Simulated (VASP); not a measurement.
Input of a VASP 6.6.1 run:

INCAR

```
SYSTEM = PbS
PREC     = Accurate       ! precision mode
ENCUT    = 600            ! plane-wave cutoff, eV
EDIFF    = 1E-7           ! SCF threshold, eV
ISMEAR   = 0              ! smearing method
SIGMA    = 0.02           ! smearing width, eV
LREAL    = .FALSE.        ! projectors in reciprocal space
LASPH    = .TRUE.         ! aspherical terms in the spheres
NELM     = 60             ! most SCF steps
ALGO     = Normal         ! electronic algorithm
ISIF     = 3              ! what is computed and relaxed
LWAVE    = .FALSE.        ! write WAVECAR
LCHARG   = .FALSE.        ! write CHGCAR
GGA      = PE             ! functional
IBRION   = 2              ! ionic algorithm
NSW      = 80             ! ionic steps
EDIFFG   = -0.004         ! ionic threshold
```

KPOINTS

```
regular mesh
0
G
  8 8 8
  0 0 0
```

File POSCAR:

```
PbS
1.0
    0.0000000000      2.9618500000      2.9618500000
    2.9618500000      0.0000000000      2.9618500000
    2.9618500000      2.9618500000      0.0000000000
Pb S
1 1
Direct
    0.0000000000      0.0000000000      0.0000000000
    0.5000000000      0.5000000000      0.5000000000
```

Potentials or basis: VASP PAW PBE potentials, release 64 (Pb_d, S).

Command:

```bash
$ cat potpaw_PBE.64/Pb_d/POTCAR potpaw_PBE.64/S/POTCAR > POTCAR
$ mpirun -np 1 vasp_std > vasp.out
```

Task: What does it give for the relaxed volume?

Result: 27.10 Å³/atom.

Task: Estimate the relaxed cell.

Result: a = 4.248 Å, b = 4.248 Å, c = 4.248 Å, α = 60.00°, β = 60.00°, γ = 60.00°.

Task: Predict the space group after relaxing (to 0.05 Å).

Result: Fm-3m (No. 225).

Task: Predict the band gap on the k mesh.

Result: 0.50 eV, direct.

Final structure:
```
Pb S
1.0
     0.00000    3.00372    3.00372
     3.00372    0.00000    3.00372
     3.00372    3.00372    0.00000
Pb S
1 1
Direct
  0.00000 0.00000 0.00000
  0.50000 0.50000 0.50000
```

Caveat: spin-orbit coupling is left out, which as a rule narrows the gap of such compounds by several tenths of an eV. PBE usually gives volumes a little too large and moduli too small.
